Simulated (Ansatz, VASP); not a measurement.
CsAg3O2: VASP beside Ansatz

```
Cs Ag O
1.0
     6.00229    0.00000    0.00000
    -3.00115    5.19814    0.00000
     0.00000    0.00000    3.53525
Cs Ag O
1 3 2
Direct
  0.00000 0.00000 0.00000
  0.00000 0.50000 0.50000
  0.50000 0.50000 0.50000
  0.50000 0.00000 0.50000
  0.66667 0.33333 0.00000
  0.33333 0.66667 0.00000
```

Change from the starting cell: species swapped into the TbAl3Cu2 type (P6/mmm, No. 191).

Alike in both runs: functional PBE; k mesh 3 × 3 × 4; occupations gaussian, width 0.1 eV; no spin polarisation.

Ansatz relaxed the structure, and its values are those at the end. VASP's run is a single point on that final structure, the one shown.

|  | VASP | Ansatz |
| --- | --- | --- |
| version | VASP 6.6.1 | Ansatz 0.2.0 |
| potentials or method | VASP PAW PBE potentials, release 64 (Cs_sv, Ag, O) | scalar-relativistic, plane waves, PAW |
| plane-wave cutoff (eV) | 520 | 420 |
| valence electrons in the cell | 54 | 78 |

```tsv
	VASP	Ansatz	Ansatz less VASP
pressure (GPa)	0.0	0.0	+0.02
```

With one functional, cell and mesh, what is left measures potentials, basis and numerics. The two sets of potentials don't hold the same shells in valence.

Caveats: the k mesh is coarse (spacing up to 0.44 Å⁻¹), so the values aren't converged.
